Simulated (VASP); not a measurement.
Calculation: r2SCAN+rVV10, VASP's PBE PAW potentials (set 64) (plane waves; VASP). For the first row: Numerical set-up: 520 eV cut-off, 13×13×13 Γ-centred mesh, first-order Methfessel-Paxton smearing of 0.10 eV, potentials Al Co.

```json
[
 {"system": "CoAl (CsCl type)", "energy (eV/atom)": "-10.4049"},
 {"system": "Al (fcc)", "energy (eV/atom)": "-6.6778"},
 {"system": "Co (hcp)", "energy (eV/atom)": "-13.0085"}
]
```

The references are the elements' solids at the same level; no temperature or zero-point terms are added.

**Question.** What is the formation energy per atom of CoAl?

**Answer.** The references average (1×(-6.6778) + 1×(-13.0085))/2 = -9.8431 eV, so the formation energy is -10.4049 − (-9.8431) = -0.562 eV/atom.
